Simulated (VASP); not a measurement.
These are PBE GGA, VASP's PBE PAW potentials (set 64) (plane waves; VASP) values and carry that method's errors.

VASP input:

File POSCAR:
```
Fe16F
1
    5.6674620816     0.0000000000     0.0000000000
    2.8337310408     4.0075009450     0.0000000000
    0.0000000000     0.0000000000    19.8343291717
Fe F
16 1
Direct
  0.7502477831   0.4995044337   0.3478461538
  0.2497522169   0.5004955663   0.3478461538
  0.7503204770   0.0000000000   0.3482958667
  0.2496795230   0.0000000000   0.3482958667
  0.0000000000   0.0000000000   0.4486087908
  0.5000000000   0.0000000000   0.4487822102
  0.0000000000   0.5000000000   0.4483658750
  0.5000000000   0.5000000000   0.4483658750
  0.7515052183   0.4969895634   0.5503335101
  0.2484947817   0.5030104366   0.5503335101
  0.7524959604   0.0000000000   0.5508106207
  0.2475040396   1.0000000000   0.5508106207
  0.0000000000   0.0000000000   0.6602801834
  0.5000000000   0.0000000000   0.6463124572
  0.0000000000   0.5000000000   0.6500957636
  0.5000000000   0.5000000000   0.6500957636
  0.0000000000   0.0000000000   0.7501427787
```

**KPOINTS**
```
Automatic
0
G
  6 7 1
0 0 0
```

**INCAR**
```
LORBIT  =  11
LREAL  =  F   ! projection in real space or not
SIGMA  =  0.1   ! width (eV)
GGA  =  PE
EDIFF  =  1E-6
LWAVE  =  F
NELMIN  =  4
ISPIN  =  2   ! spin-polarised
SYSTEM  =  Fe16F
ISMEAR  =  1
ALGO  =  Normal   ! blocked Davidson
IDIPOL  =  3
LCHARG  =  F
LVHAR  =  T
NELM  =  100
ENCUT  =  400   ! plane-wave cut-off (eV)
LDIPOL  =  T
PREC  =  Normal
LASPH  =  T   ! aspherical one-centre terms
DIPOL  =  0.5 0.5 0.5
MAGMOM  =  16*2.5 0.0
LMAXMIX  =  4
```

POTCAR, in this order: Fe F (PBE.64 set). Program: vasp_std. Read from the step before: WAVECAR.

The run wrote:

OSZICAR:
```
       N       E                     dE             d eps       ncg     rms          rms(c)
DAV:   1    -0.129951345116E+03   -0.12995E+03   -0.47412E-02 17113   0.222E+00    0.133E+00
DAV:   2    -0.133727585391E+03   -0.37762E+01   -0.62437E+00 14568   0.330E+01    0.217E+01
DAV:   3    -0.129895987916E+03    0.38316E+01   -0.54676E+00 13676   0.254E+01    0.107E+00
DAV:   4    -0.129932705226E+03   -0.36717E-01   -0.10525E-01 12558   0.273E+00    0.957E-01
DAV:   5    -0.129931488614E+03    0.12166E-02   -0.18904E-02  9655   0.181E+00    0.305E-01
DAV:   6    -0.129932637346E+03   -0.11487E-02   -0.48361E-03 11315   0.813E-01    0.424E-01
DAV:   7    -0.129932143547E+03    0.49380E-03   -0.28410E-03 10413   0.765E-01    0.238E-01
DAV:   8    -0.129931963323E+03    0.18022E-03   -0.82189E-04  9913   0.395E-01    0.160E-01
DAV:   9    -0.129931893892E+03    0.69431E-04   -0.20815E-04 10032   0.219E-01    0.827E-02
DAV:  10    -0.129931912427E+03   -0.18536E-04   -0.36506E-05  9918   0.445E-02    0.737E-02
DAV:  11    -0.129931930692E+03   -0.18265E-04   -0.72873E-06  9939   0.353E-02    0.728E-02
DAV:  12    -0.129931991633E+03   -0.60941E-04   -0.14384E-05 11240   0.525E-02    0.608E-02
DAV:  13    -0.129932049803E+03   -0.58170E-04   -0.39368E-05 12766   0.788E-02    0.418E-02
DAV:  14    -0.129932045102E+03    0.47005E-05   -0.27037E-05 12585   0.811E-02    0.399E-02
DAV:  15    -0.129932030701E+03    0.14402E-04   -0.11609E-05 10818   0.512E-02    0.158E-02
DAV:  16    -0.129932028597E+03    0.21034E-05   -0.46690E-06  9401   0.279E-02    0.184E-02
DAV:  17    -0.129932027691E+03    0.90644E-06   -0.27224E-06  7416   0.248E-02
   1 F= -.12993203E+03 E0= -.12993396E+03  d E =0.580217E-02  mag=    39.9630
```

**OUTCAR**
```
------------------------ aborting loop because EDIFF is reached ----------------------------------------
  FORCE on cell =-STRESS in cart. coord.  units (eV):
  Direction    XX          YY          ZZ          XY          YZ          ZX
  --------------------------------------------------------------------------------------
  Total       -4.1158116     -2.8528849     -1.4864938      0.0000000      0.0000000      0.0000000
  in kB      -14.6381534    -10.1464718     -5.2868125      0.0000000      0.0000000      0.0000000
  external PRESSURE =     -10.0238126 kB  Pullay stress =       0.0000000 kB
  volume of cell :      450.48
      direct lattice vectors                 reciprocal lattice vectors
     5.667462082  0.000000000  0.000000000     0.176445821 -0.124766034  0.000000000
     2.833731041  4.007500945  0.000000000     0.000000000  0.249532068  0.000000000
     0.000000000  0.000000000 19.834329172     0.000000000  0.000000000  0.050417637
 POSITION                                       TOTAL-FORCE (eV/Angst)
 -----------------------------------------------------------------------------------
      5.66746      2.00176      6.89930         0.000000     -0.001371     -0.005349
      2.83373      2.00574      6.89930         0.000000      0.001371     -0.005349
      4.25241      0.00000      6.90821         0.000030      0.000000     -0.002513
      1.41505      0.00000      6.90821        -0.000030      0.000000     -0.002513
      0.00000      0.00000      8.89785         0.000000      0.000000     -0.009189
      2.83373      0.00000      8.90129         0.000000      0.000000     -0.002478
      1.41687      2.00375      8.89304         0.000000      0.000000     -0.006681
      4.25060      2.00375      8.89304         0.000000      0.000000     -0.006681
      5.66746      1.99169     10.91550         0.000000      0.005974      0.009419
      2.83373      2.01581     10.91550        -0.000000     -0.005974      0.009419
      4.26474      0.00000     10.92496        -0.017605      0.000000     -0.003248
      1.40272      0.00000     10.92496         0.017605     -0.000000     -0.003248
      0.00000      0.00000     13.09621         0.000000      0.000000     -0.010819
      2.83373      0.00000     12.81917         0.000000      0.000000      0.005024
      1.41687      2.00375     12.89421         0.000000      0.000000      0.008891
      4.25060      2.00375     12.89421         0.000000      0.000000      0.008891
      0.00000      0.00000     14.87858         0.000000      0.000000      0.016425
 -----------------------------------------------------------------------------------
    total drift:                               -0.000065     -0.000093     -0.003827
  FREE ENERGIE OF THE ION-ELECTRON SYSTEM (eV)
  ---------------------------------------------------
  free  energy   TOTEN  =      -129.9320276909 eV

  energy  without entropy=     -129.9378298646  energy(sigma->0) =     -129.93396175

 total charge

# of ion       s       p       d       tot
------------------------------------------
    1        0.477   0.399   6.218   7.094
    2        0.477   0.399   6.218   7.094
    3        0.478   0.400   6.219   7.097
    4        0.478   0.400   6.219   7.097
    5        0.483   0.533   6.251   7.267
    6        0.480   0.527   6.252   7.259
    7        0.482   0.530   6.249   7.261
    8        0.482   0.530   6.249   7.261
    9        0.482   0.531   6.255   7.268
   10        0.482   0.531   6.255   7.268
   11        0.482   0.530   6.245   7.257
   12        0.482   0.530   6.245   7.257
   13        0.478   0.502   6.220   7.200
   14        0.487   0.410   6.254   7.151
   15        0.471   0.393   6.221   7.084
   16        0.471   0.393   6.221   7.084
   17        1.781   4.297   0.000   6.078
--------------------------------------------------
tot          9.453  11.834  99.791 121.078

 magnetization (x)

# of ion       s       p       d       tot
------------------------------------------
    1       -0.006  -0.015   2.597   2.576
    2       -0.006  -0.015   2.597   2.576
    3       -0.005  -0.016   2.594   2.573
    4       -0.005  -0.016   2.594   2.573
    5       -0.016  -0.055   2.375   2.305
    6       -0.016  -0.056   2.416   2.343
    7       -0.015  -0.055   2.419   2.348
    8       -0.015  -0.055   2.419   2.348
    9       -0.016  -0.055   2.385   2.315
   10       -0.016  -0.055   2.385   2.315
   11       -0.013  -0.056   2.360   2.291
   12       -0.013  -0.056   2.360   2.291
   13       -0.009   0.006   2.446   2.442
   14       -0.001  -0.015   2.614   2.597
   15       -0.000  -0.010   2.726   2.716
   16       -0.000  -0.010   2.726   2.716
   17        0.002   0.135   0.000   0.137
--------------------------------------------------
tot         -0.151  -0.397  40.011  39.464
```
(Selected blocks of OUTCAR.)

### OUTCAR
```
 val. band max:       -0.5543338053   @ k =  -0.1667   0.4286   0.0000

 cond. band min:      -0.5496519415   @ k =   0.1667  -0.0000   0.0000


 Fermi energy:        -0.5524023760

 spin component 1

 k-point     1 :       0.0000    0.0000    0.0000
  band No.  band energies     occupation
      1     -23.5702      1.00000
      2      -8.5280      1.00000
      3      -7.3447      1.00000
      4      -6.1078      1.00000
      5      -5.8989      1.00000
      6      -5.5257      1.00000
      7      -5.5024      1.00000
      8      -5.4807      1.00000
      9      -5.2471      1.00000
     10      -5.2330      1.00000
     11      -5.2295      1.00000
     12      -5.2173      1.00000
     13      -5.1647      1.00000
     14      -5.0869      1.00000
     15      -5.0275      1.00000
     16      -4.8484      1.00000
     17      -4.7460      1.00000
     18      -4.7042      1.00000
     19      -4.6917      1.00000
     20      -4.6541      1.00000
     21      -4.5906      1.00000
     22      -4.3926      1.00000
     23      -3.9684      1.00000
     24      -3.9007      1.00000
     25      -3.8974      1.00000
     26      -3.8591      1.00000
     27      -3.8507      1.00000
     28      -3.8134      1.00000
     29      -3.7864      1.00000
     30      -3.7539      1.00000
     31      -3.7373      1.00000
     32      -3.6339      1.00000
     33      -3.5781      1.00000
     34      -3.3711      1.00000
     35      -3.2714      1.00000
     36      -3.0427      1.00000
     37      -3.0198      1.00000
     38      -2.9742      1.00000
     39      -2.9183      1.00000
     40      -2.8794      1.00000
     41      -2.8678      1.00000
     42      -2.7860      1.00000
     43      -2.7338      1.00000
     44      -2.6454      1.00000
     45      -2.5067      1.00000
     46      -2.1915      1.00000
     47      -2.1304      1.00000
     48      -1.9943      1.00000
     49      -1.9927      1.00000
...
```

At this cut-off the stress carries a Pulay error, which pulls relaxed volumes low. The moments were started parallel, and other spin orders were not tried in this run.

The cell is a thin slab with vacuum, built from Fe (bcc): (110) face, F adsorbed.
